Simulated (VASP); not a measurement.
LaMg6Si:

```xyz
8
Lattice="4.9002 0.0000 0.0000 0.0000 2.9561 6.7305 0.0000 -2.9561 6.7305" Properties=species:S:1:pos:R:3 pbc="T T T"
La    2.4501    0.0000    2.6575
Si    2.4501    0.0000    8.4650
Mg    0.0000    0.0000   10.5680
Mg    0.0000    0.0000    4.8717
Mg    0.0000   -1.4684    7.7100
Mg    0.0000    1.4684    7.7100
Mg    2.4501   -1.5002    5.9309
Mg    2.4501    1.5002    5.9309
```

The cell comes from a database or a generator and needn't be the stable form of this composition.

- Program: VASP 6.6.1
- Task: single point
- Functional: PBE
- Potentials or basis: VASP PAW PBE potentials, release 64 (La, Si, Mg)
- Cutoff: 520 eV
- k mesh: 6 × 5 × 5
- Occupations: fermi-dirac, width 0.05 eV
- Spin: no spin polarisation

On this cell: pressure -0.1 GPa; largest force 0.028 eV/Å; band gap on the k mesh none (metal or under the smearing width).

The same run follows on a disturbed copy (atoms moved at random, drawn with an rms of 0.05 Å):

```
CELL_PARAMETERS angstrom
4.90021 0.00000 0.00000
0.00000 2.95612 6.73049
0.00000 -2.95612 6.73049
ATOMIC_POSITIONS crystal
La 0.50385 0.19889 0.18932
Si 0.49436 0.62686 0.63064
Mg 0.00331 0.78441 0.78674
Mg 0.00011 0.36823 0.34950
Mg 0.00608 0.32344 0.82327
Mg 0.99958 0.82043 0.32565
Mg 0.49582 0.19549 0.68326
Mg 0.50168 0.69397 0.19234
```

Task: What changes?

Result: The energy (extrapolated to zero smearing) moves by +4.1 meV/atom; pressure 0.1 GPa; largest force 0.303 eV/Å; band gap on the k mesh none (metal or under the smearing width).

Forces in eV/Å, atoms in the order of the input:
```
La  -0.092 -0.144  0.251
Si   0.083  0.139 -0.035
Mg   0.001  0.113  0.003
Mg   0.015 -0.146  0.051
Mg  -0.129  0.029 -0.134
Mg   0.030  0.003 -0.013
Mg   0.112 -0.275 -0.028
Mg  -0.020  0.281 -0.094
```

Stress tensor (GPa, compression positive):
```
 0.07 -0.09 -0.03
-0.09  0.36 -0.21
-0.03 -0.21 -0.25
```
